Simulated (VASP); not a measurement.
All values below come from HSE06 screened hybrid, VASP's PBE PAW potentials (set 64) (plane waves; VASP).

A VASP calculation is set up with these files.

File KPOINTS:
```
kpoints
0
Gamma
 1 1 1
0 0 0
```

INCAR:
```
SYSTEM = FeSi63
PREC = Normal; ENCUT = 400; LREAL = Auto
LASPH = .True.; ISYM = 0; NELECT = 261.0
EDIFF = 1E-5; NELM = 50; NELMIN = 4
ALGO = Normal; LMAXMIX = 4
ISMEAR = 0; SIGMA = 0.05
GGA = PE; LHFCALC = .True.; AEXX = 0.25
HFSCREEN = 0.2; PRECFOCK = Fast
MAGMOM = 63*0.0 3.0
ISPIN = 2
ISIF = 0
LWAVE = .False.; LCHARG = .False.; LORBIT = 10
```

File POSCAR:
```
FeSi63
1.0
 10.9370747000   0.0000000000   0.0000000000
  0.0000000000  10.9370747000   0.0000000000
  0.0000000000   0.0000000000  10.9370747000
Si Fe
63 1
Cart
  5.4700704304   0.0024854229   0.0026408562
  6.8422716849   1.3724478528   1.3754653589
  8.2040663118   2.7322413088   0.0004152151
  9.5655463709   4.0946677814   1.3732432362
  8.2032353271  10.9339857814   2.7351602467
  9.5659357296   1.3718018654   4.0950736442
  0.0005264222   0.0003053347   0.0002313344
  1.3673969804   1.3674779005   1.3673290196
  2.7346238609   2.7342830518   0.0038157737
  4.1036156330   4.1031168565   1.3696176977
  5.4682919155   5.4682033088   0.0020744623
  6.8347748014   6.8342825379   1.3683349932
  8.2032368757   8.2034787043   0.0023240540
  9.5702949162   9.5706543358   1.3667458056
  2.7347927588   0.0051697901   2.7353233776
  4.1040715198   1.3711236585   4.1038773211
  5.4684889939   2.7556421536   2.7546801066
  6.7732218091   4.1714685314   4.1708554219
  8.1863404395   5.4724042534   2.7521475854
  9.5685709401   6.8347983730   4.1035863249
  5.4687472182   0.0008156794   5.4684079808
  6.8343409342   1.3687219162   6.8343294339
  8.1866297897   2.7523026392   5.4721197954
  9.5708796953   4.1023819376   6.8351734753
  8.2025474518   0.0025986358   8.2029195136
  9.5703470893   1.3663324498   9.5704511753
 10.9368739555   5.4699221302   0.0040295902
  1.3711756927   6.8425662236   1.3733139838
  2.7324293445   8.2048663096   0.0001084400
  4.0949261031   9.5684307334   1.3724196974
  0.0036472836   2.7343515310   2.7343431521
  1.3692960394   4.1033596005   4.1029699333
  2.7523604384   5.4669593784   2.7518786624
  4.1638922075   6.7762320617   4.1635216802
  5.4727769134   8.1874657157   2.7499169974
  6.8348584230   9.5677988822   4.1044586988
 10.9360505676   0.0005798203   5.4707758684
  1.3720927095   1.3713188306   6.8430317055
  2.7517248959   2.7527895239   5.4676589749
  4.1591312235   4.1650009961   6.7834274428
  6.7729338490   6.7686925739   6.7809515844
  8.1843663631   8.1827690778   5.4687372349
  9.5637910830   9.5658624884   6.8424302856
  2.7340240520  10.9348057262   8.2034509504
  4.0944725175   1.3706606352   9.5672114792
  5.4722991295   2.7503483305   8.1889329987
  6.8352915553   4.1012229970   9.5726016918
  8.1887394606   5.4632672681   8.1904719971
  9.5674523027   6.8428247334   9.5676416191
 10.9346887083   8.2038096438   2.7348073172
  1.3709845443   9.5684227646   4.0954260280
  0.0005915426   5.4685941506   5.4680370565
  1.3667465821   6.8355209910   6.8346385485
  2.7496682905   8.1876066640   5.4720539936
  4.1032095154   9.5693151687   6.8347229586
 10.9363510922   2.7330014038   8.2041990113
  1.3691205387   4.0942090346   9.5697380507
  2.7459346150   5.4748287666   8.1918194743
  4.1015556492   6.8358897586   9.5727522363
  5.4647793777   8.1865681603   8.1894963237
  6.8423391721   9.5676516287   9.5670466225
  0.0014358957   8.2043547093   8.2031483336
  1.3664272983   9.5708029597   9.5702437263
  5.4633356390   5.4708258399   5.4764263637
```

POTCAR, in this order: Si Fe (PBE.64 set). Program: vasp_gam. Read from the step before: WAVECAR.

Output

### OSZICAR
```
       N       E                     dE             d eps       ncg     rms          rms(c)
DAV:   1    -0.393366252439E+03   -0.39337E+03   -0.12653E+01   756   0.873E+00    0.191E+01
DAV:   2    -0.393793748956E+03   -0.42750E+00   -0.12288E+00   960   0.611E+00    0.136E+01
DAV:   3    -0.395456028561E+03   -0.16623E+01   -0.81494E+00   830   0.146E+01    0.156E+01
DAV:   4    -0.410083665745E+03   -0.14628E+02   -0.76444E+01   830   0.584E+01    0.403E+01
DAV:   5    -0.477787910260E+03   -0.67704E+02   -0.26024E+02   820   0.538E+01    0.124E+02
DAV:   6    -0.436453964891E+03    0.41334E+02   -0.98717E+02   761   0.694E+01    0.654E+01
DAV:   7    -0.425113532709E+03    0.11340E+02   -0.92946E+02   910   0.216E+01    0.195E+02
DAV:   8    -0.424634757836E+03    0.47877E+00   -0.95788E+02   793   0.904E+01    0.118E+02
DAV:   9    -0.440826109264E+03   -0.16191E+02   -0.39492E+02  1004   0.257E+01    0.125E+02
DAV:  10    -0.448257423836E+03   -0.74313E+01   -0.12504E+03   790   0.897E+01    0.118E+02
DAV:  11    -0.429435417697E+03    0.18822E+02   -0.10446E+03   950   0.233E+01    0.155E+02
DAV:  12    -0.436876381078E+03   -0.74410E+01   -0.97269E+02   777   0.985E+01    0.131E+02
DAV:  13    -0.436385115022E+03    0.49127E+00   -0.39190E+02   870   0.243E+01    0.112E+02
DAV:  14    -0.451631457469E+03   -0.15246E+02   -0.12846E+03   822   0.846E+01    0.125E+02
DAV:  15    -0.439638331407E+03    0.11993E+02   -0.11501E+03   910   0.234E+01    0.169E+02
DAV:  16    -0.456238051747E+03   -0.16600E+02   -0.10756E+03   748   0.101E+02    0.140E+02
DAV:  17    -0.443870813119E+03    0.12367E+02   -0.34988E+02   928   0.241E+01    0.885E+01
DAV:  18    -0.445717205610E+03   -0.18464E+01   -0.11879E+03   790   0.830E+01    0.120E+02
DAV:  19    -0.430908620878E+03    0.14809E+02   -0.91927E+02   939   0.233E+01    0.146E+02
DAV:  20    -0.444200351092E+03   -0.13292E+02   -0.99810E+02   785   0.979E+01    0.129E+02
DAV:  21    -0.440614464565E+03    0.35859E+01   -0.39149E+02   950   0.249E+01    0.115E+02
DAV:  22    -0.451169336376E+03   -0.10555E+02   -0.12647E+03   766   0.869E+01    0.127E+02
DAV:  23    -0.204774537396E+04   -0.15966E+04   -0.17720E+03   894   0.228E+01    0.607E+02
DAV:  24    -0.127288169692E+09   -0.12729E+09   -0.12729E+09   910   0.657E+02    0.707E+02
DAV:  25    -0.117564879193E+04    0.12729E+09   -0.37445E+03   956   0.829E+01    0.699E+02
DAV:  26    -0.159475539419E+04   -0.41911E+03   -0.28144E+03  1123   0.599E+01    0.470E+02
DAV:  27    -0.182297705361E+04   -0.22822E+03   -0.79059E+03  1100   0.242E+02    0.337E+02
DAV:  28    -0.239496136733E+04   -0.57198E+03   -0.17731E+03  1065   0.707E+01    0.237E+02
DAV:  29    -0.102116120343E+06   -0.99721E+05   -0.10023E+06  1009   0.763E+02    0.255E+02
DAV:  30    -0.292166691660E+04    0.99194E+05   -0.18290E+03   902   0.105E+02    0.248E+02
DAV:  31    -0.614576047126E+04   -0.32241E+04   -0.22973E+03   862   0.107E+02    0.246E+02
DAV:  32    -0.620685899228E+04   -0.61099E+02   -0.56349E+03   777   0.392E+02    0.186E+02
DAV:  33    -0.282916244290E+05   -0.22085E+05   -0.71455E+03   838   0.127E+02    0.185E+02
DAV:  34    -0.234097160575E+06   -0.20581E+06   -0.17529E+06   926   0.170E+02    0.259E+02
DAV:  35    -0.139534451581E+05    0.22014E+06   -0.21559E+04   825   0.160E+02    0.379E+02
DAV:  36    -0.707117948555E+06   -0.69316E+06   -0.52418E+06   897   0.221E+02    0.441E+02
DAV:  37    -0.112128857769E+06    0.59499E+06   -0.82196E+05   846   0.407E+02    0.408E+02
DAV:  38    -0.934306179728E+06   -0.82218E+06   -0.79898E+06   902   0.209E+02    0.453E+02
DAV:  39    -0.342468080213E+07   -0.24904E+07   -0.33819E+07   804   0.191E+02    0.427E+02
DAV:  40    -0.139192215822E+07    0.20328E+07   -0.13402E+07   780   0.630E+02    0.464E+02
DAV:  41    -0.730290344321E+05    0.13189E+07   -0.48556E+05   708   0.222E+02    0.457E+02
DAV:  42    -0.275695060317E+08   -0.27496E+08   -0.27397E+08   902   0.327E+02    0.612E+03
DAV:  43    -0.222576621324E+06    0.27347E+08   -0.13171E+06   790   0.494E+02    0.708E+03
DAV:  44    -0.631392305200E+06   -0.40882E+06   -0.44963E+06   796   0.258E+02    0.422E+03
DAV:  45    -0.774845168964E+06   -0.14345E+06   -0.68823E+06   785   0.286E+02    0.317E+03
```

File OUTCAR:
```


  exchange ACFDT corr.  =         0.00000000  see jH, gK, PRB 81, 115126
```
(Selected blocks of OUTCAR.)

stdout:
```
...
DAV:  23    -0.204774537396E+04   -0.15966E+04   -0.17720E+03   894   0.228E+01    0.607E+02
DAV:  24    -0.127288169692E+09   -0.12729E+09   -0.12729E+09   910   0.657E+02    0.707E+02
DAV:  25    -0.117564879193E+04    0.12729E+09   -0.37445E+03   956   0.829E+01    0.699E+02
DAV:  26    -0.159475539419E+04   -0.41911E+03   -0.28144E+03  1123   0.599E+01    0.470E+02
DAV:  27    -0.182297705361E+04   -0.22822E+03   -0.79059E+03  1100   0.242E+02    0.337E+02
DAV:  28    -0.239496136733E+04   -0.57198E+03   -0.17731E+03  1065   0.707E+01    0.237E+02
DAV:  29    -0.102116120343E+06   -0.99721E+05   -0.10023E+06  1009   0.763E+02    0.255E+02
DAV:  30    -0.292166691660E+04    0.99194E+05   -0.18290E+03   902   0.105E+02    0.248E+02
DAV:  31    -0.614576047126E+04   -0.32241E+04   -0.22973E+03   862   0.107E+02    0.246E+02
DAV:  32    -0.620685899228E+04   -0.61099E+02   -0.56349E+03   777   0.392E+02    0.186E+02
DAV:  33    -0.282916244290E+05   -0.22085E+05   -0.71455E+03   838   0.127E+02    0.185E+02
DAV:  34    -0.234097160575E+06   -0.20581E+06   -0.17529E+06   926   0.170E+02    0.259E+02
DAV:  35    -0.139534451581E+05    0.22014E+06   -0.21559E+04   825   0.160E+02    0.379E+02
DAV:  36    -0.707117948555E+06   -0.69316E+06   -0.52418E+06   897   0.221E+02    0.441E+02
DAV:  37    -0.112128857769E+06    0.59499E+06   -0.82196E+05   846   0.407E+02    0.408E+02
DAV:  38    -0.934306179728E+06   -0.82218E+06   -0.79898E+06   902   0.209E+02    0.453E+02
DAV:  39    -0.342468080213E+07   -0.24904E+07   -0.33819E+07   804   0.191E+02    0.427E+02
DAV:  40    -0.139192215822E+07    0.20328E+07   -0.13402E+07   780   0.630E+02    0.464E+02
DAV:  41    -0.730290344321E+05    0.13189E+07   -0.48556E+05   708   0.222E+02    0.457E+02
DAV:  42    -0.275695060317E+08   -0.27496E+08   -0.27397E+08   902   0.327E+02    0.612E+03
DAV:  43    -0.222576621324E+06    0.27347E+08   -0.13171E+06   790   0.494E+02    0.708E+03
DAV:  44    -0.631392305200E+06   -0.40882E+06   -0.44963E+06   796   0.258E+02    0.422E+03
DAV:  45    -0.774845168964E+06   -0.14345E+06   -0.68823E+06   785   0.286E+02    0.317E+03

 -----------------------------------------------------------------------------
|                                                                             |
|     EEEEEEE  RRRRRR   RRRRRR   OOOOOOO  RRRRRR      ###     ###     ###     |
|     E        R     R  R     R  O     O  R     R     ###     ###     ###     |
|     E        R     R  R     R  O     O  R     R     ###     ###     ###     |
|     EEEEE    RRRRRR   RRRRRR   O     O  RRRRRR       #       #       #      |
|     E        R   R    R   R    O     O  R   R                               |
|     E        R    R   R    R   O     O  R    R      ###     ###     ###     |
|     EEEEEEE  R     R  R     R  OOOOOOO  R     R     ###     ###     ###     |
|                                                                             |
|     FOCK_ACE_CONSTRUCT: LAPACK routine ZPOTRF failed!                       |
|     kpoint: 1 spin: 1                                                       |
|                                                                             |
|       ---->  I REFUSE TO CONTINUE WITH THIS SICK JOB ... BYE!!! <----       |
|                                                                             |
 -----------------------------------------------------------------------------
```

VASP stops with an error: FOCK_ACE_CONSTRUCT: LAPACK routine ZPOTRF failed! kpoint: 1 spin: 1 ----> I REFUSE TO CONTINUE WITH THIS SICK JOB ... BYE!!! <----

The cell is charged, with a uniform compensating background. The supercell is sampled at Γ alone, which is coarse: total energies, pressure and levels can be off, energies of defects by several tenths of an eV.

The cell is a supercell with a defect, built from Si (diamond): Fe_Si, charge -1. The cell's shape comes from a PBE relaxation.
